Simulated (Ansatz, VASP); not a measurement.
**ZnSe in two plane-wave programs**

One calculation is typed for both programs; each brings its own data sets. How far apart do they land? The cell is taken from a series of runs on this material, whose earlier steps may have relaxed, scaled, displaced or heated it; both programs get it as it stands.

Program: Ansatz 0.2.0. Level of theory: plane waves, with VASP 6.6.1 beside it; single point at HSE06. Results are calculated unless marked as measured.

## Step 1: Set-up

It takes space group F-43m (No. 216, cubic). The conventional cell has a = 5.518 Å, b = 5.518 Å, c = 5.518 Å, α = 90.00°, β = 90.00°, γ = 90.00°. Se has 4 Zn at 2.39 Å nearest. Nearest to Zn lie 4 Se at 2.39 Å. Farther neighbours and most contacts between anions are not listed.

## Step 2: VASP: single point, HSE06

With cell and atoms fixed, the geometry can't cause a difference; cores, projectors, grids and the points listed under the comparison can.

Lines of VASP's logs that name or quote its potential files are left out, and so is its time.

The run reads the wave functions of an earlier VASP run, which isn't shown here.

The input, INCAR:

```
SYSTEM = ZnSe
PREC = Accurate
ENCUT = 400
EDIFF = 1E-06
NELM = 100
ISMEAR = -1
SIGMA = 0.02
LREAL = .FALSE.
ALGO = Normal
LHFCALC = .TRUE.
AEXX = 0.25
GGA = PE
HFSCREEN = 0.208
LASPH = .TRUE.
NBANDS = 15
PRECFOCK = Fast
LORBIT = 11
LWAVE = .FALSE.
LCHARG = .FALSE.
KPAR = 8
ISIF = 2
```

The input, POSCAR:

```
ZnSe
1.0
    0.0000000000      2.7591453465      2.7591453465
    2.7591453465      0.0000000000      2.7591453465
    2.7591453465      2.7591453465      0.0000000000
Se Zn
1 1
Direct
    0.7500000000      0.7500000000      0.7500000000
    0.0000000000      0.0000000000      0.0000000000
```

The input, KPOINTS:

```
Automatic mesh
0
Gamma
6 6 6
0 0 0
```

The projector-augmented-wave data sets are Se and Zn (PBE family, release 64).

Command:

```sh
$ mpirun -np 8 vasp_std
```

Numbers of over 12 decimals in the logs are rounded to 6 here.

What it wrote:

```text
[banner, memory and clock lines left out]
running    8 mpi-ranks, on    1 nodes
 distrk:  each k-point on    1 cores,    8 groups
 distr:  one band on    1 cores,    1 groups

 POSCAR found type information on POSCAR SeZn
 POSCAR found :  2 types and       2 ions
|                                                                             |
|           W    W    AA    RRRRR   N    N  II  N    N   GGGG   !!!           |
|           W    W   A  A   R    R  NN   N  II  NN   N  G    G  !!!           |
|           W    W  A    A  R    R  N N  N  II  N N  N  G       !!!           |
|           W WW W  AAAAAA  RRRRR   N  N N  II  N  N N  G  GGG   !            |
|           WW  WW  A    A  R   R   N   NN  II  N   NN  G    G                |
|           W    W  A    A  R    R  N    N  II  N    N   GGGG   !!!           |
|                                                                             |
|     For optimal performance we recommend to set                             |
|       NCORE = 2 up to number-of-cores-per-socket                            |
|     NCORE specifies how many cores store one orbital (NPAR=cpu/NCORE).      |
|     This setting can greatly improve the performance of VASP for DFT.       |
|     The default, NCORE=1 might be grossly inefficient on modern             |
|     multi-core architectures or massively parallel machines. Do your        |
|     Unfortunately you need to use the default for GW and RPA                |
|     calculations (for HF NCORE is supported but not extensively tested      |
|     yet).                                                                   |
|                                                                             |

 LDA part: xc-table for (Slater+PW92), standard interpolation
 found WAVECAR, reading the header
 POSCAR, INCAR and KPOINTS ok, starting setup
 FFT: planning ... GRIDC
 FFT: planning ... GRID_SOFT
 FFT: planning ... GRID
 reading WAVECAR
 the WAVECAR file was read successfully
 initial charge from wavefunction
 entering main loop
       N       E                     dE             d eps       ncg     rms          rms(c)
DAV:   1    -0.735252622273E+01   -0.73525E+01   -0.63429E-01   665   0.257E+01    0.216E+00
DAV:   2    -0.733081884331E+01    0.21707E-01   -0.18419E-01   571   0.898E+00    0.112E+00
DAV:   3    -0.733165056636E+01   -0.83172E-03   -0.17973E-02   620   0.215E+00    0.708E-01
DAV:   4    -0.733141303122E+01    0.23754E-03   -0.15424E-03   536   0.503E-01    0.411E-01
DAV:   5    -0.733131376950E+01    0.99262E-04   -0.17398E-04   640   0.148E-01    0.235E-01
DAV:   6    -0.733128828133E+01    0.25488E-04   -0.36917E-05   550   0.585E-02    0.132E-01
DAV:   7    -0.733127722829E+01    0.11053E-04   -0.36009E-06   522   0.204E-02    0.737E-02
DAV:   8    -0.733127337377E+01    0.38545E-05   -0.12303E-06   501   0.923E-03    0.402E-02
DAV:   9    -0.733127163462E+01    0.17392E-05   -0.44633E-07   261   0.539E-03    0.219E-02
DAV:  10    -0.733127087439E+01    0.76023E-06   -0.20078E-07   240   0.372E-03
   1 F= -.73312709E+01 E0= -.73312709E+01  d E =-.403517E-10
```

From OUTCAR (step 2):

```text
ion  position               nearest neighbor table
   1  0.750  0.750  0.750-   2 2.39   2 2.39   2 2.39   2 2.39
   2  0.000  0.000  0.000-   1 2.39   1 2.39   1 2.39   1 2.39

  LATTYP: Found a face centered cubic cell.
 ALAT       =     5.5182906930

 Subroutine GETGRP returns: Found 24 space group operations
 (whereof 24 operations were pure point group operations)

The static configuration has the point symmetry T_d .

 Found     16 irreducible k-points:

   k-points           NKPTS =     16   k-points in BZ     NKDIM =    216   number of bands    NBANDS=     15

   dimension x,y,z NGX =    28 NGY =   28 NGZ =   28
   dimension x,y,z NGXF=    56 NGYF=   56 NGZF=   56

   ENCUT  =  400.0 eV  29.40 Ry    5.42 a.u.   6.36  6.36  6.36*2*pi/ulx,y,z

   NELECT =      18.0000    total number of electrons

 k-points in reciprocal lattice and weights: Automatic mesh
   0.00000000  0.00000000  0.00000000       0.005
   0.16666667  0.00000000  0.00000000       0.037
   0.33333333  0.00000000  0.00000000       0.037
   0.50000000  0.00000000  0.00000000       0.019
   0.16666667  0.16666667  0.00000000       0.028
   0.33333333  0.16666667  0.00000000       0.111
   0.50000000  0.16666667  0.00000000       0.111
  -0.33333333  0.16666667  0.00000000       0.111
  -0.16666667  0.16666667  0.00000000       0.056
[...]
-0.33333333  0.33333333  0.16666667       0.111
  -0.33333333  0.50000000  0.16666667       0.056

  exchange ACFDT corr.  =         0.00000000  see jH, gK, PRB 81, 115126

 average (electrostatic) potential at core
       1 -51.7359       2 -29.0557

 E-fermi :   2.0582

 k-point     1 :       0.0000    0.0000    0.0000
  band No.  band energies     occupation
    ...
      5      -6.3855      2.00000
      6      -6.3855      2.00000
      7       1.6691      2.00000
      8       1.6691      2.00000
      9       1.6691      2.00000
     10       4.4443      0.00000
     11       8.5893      0.00000
     12       8.5893      0.00000
     13       8.5893      0.00000
     14      13.3223      0.00000
    ...

 k-point     2 :       0.1667    0.0000    0.0000
  band No.  band energies     occupation
    ...
      5      -6.3881      2.00000
      6      -6.3881      2.00000
      7      -0.4071      2.00000
      8       1.3640      2.00000
      9       1.3640      2.00000
     10       5.6414      0.00000
     11       8.7880      0.00000
     12       9.0629      0.00000
     13       9.0629      0.00000
     14      13.4050      0.00000
    ...

 k-point     3 :       0.3333    0.0000    0.0000
  band No.  band energies     occupation
    ...
      5      -6.3801      2.00000
      6      -6.3801      2.00000
      7      -3.0692      2.00000
      8       0.8492      2.00000
      9       0.8492      2.00000
     10       5.6510      0.00000
     11       9.3037      0.00000
     12       9.3037      0.00000
     13      10.7992      0.00000
     14      13.5206      0.00000
    ...

  Total        1.9051646      1.9051646      1.9051646     -0.0000000      0.0000000      0.0000000
  in kB       72.6589886     72.6589886     72.6589886     -0.0000000      0.0000000      0.0000000
  external PRESSURE =      72.6589886 kB  Pullay stress =       0.0000000 kB

  energy-cutoff  :      400.00
  volume of cell :       42.01
      direct lattice vectors                 reciprocal lattice vectors
     0.000000000  2.759145346  2.759145346    -0.181215535  0.181215535  0.181215535
     2.759145346  0.000000000  2.759145346     0.181215535 -0.181215535  0.181215535
     2.759145346  2.759145346  0.000000000     0.181215535  0.181215535 -0.181215535

 POSITION                                       TOTAL-FORCE (eV/Angst)
 -----------------------------------------------------------------------------------
      4.13872      4.13872      4.13872         0.000000      0.000000      0.000000
      0.00000      0.00000      0.00000        -0.000000     -0.000000     -0.000000
 -----------------------------------------------------------------------------------
    total drift:                               -0.000097     -0.000072     -0.000062

  FREE ENERGIE OF THE ION-ELECTRON SYSTEM (eV)
  ---------------------------------------------------
  free  energy   TOTEN  =        -7.3312708744 eV

  energy  without entropy=       -7.3312708743  energy(sigma->0) =       -7.33127087

 total charge
# of ion       s       p       d       tot
------------------------------------------
    1        1.442   2.545   0.034   4.021
    2        0.520   0.507   9.830  10.858
--------------------------------------------------
tot          1.962   3.052   9.865  14.879

[... 3 further parts left out ...]
```

The run ends at a pressure of 7.27 GPa.

[end of part 1 of 2]

[Lines on the potential files, build, host, timing and source positions are cut from VASP's logs without a mark.]

[Logs are printed without paths, hosts, clocks, repeated set-up lines and the standing remarks that a program may print on its own settings, such as how far it seeks lower states.]

[Hosts, paths, dates, database ids (printed as entryN), source tags and the programs' standing remarks are cut or masked in the printed files.]
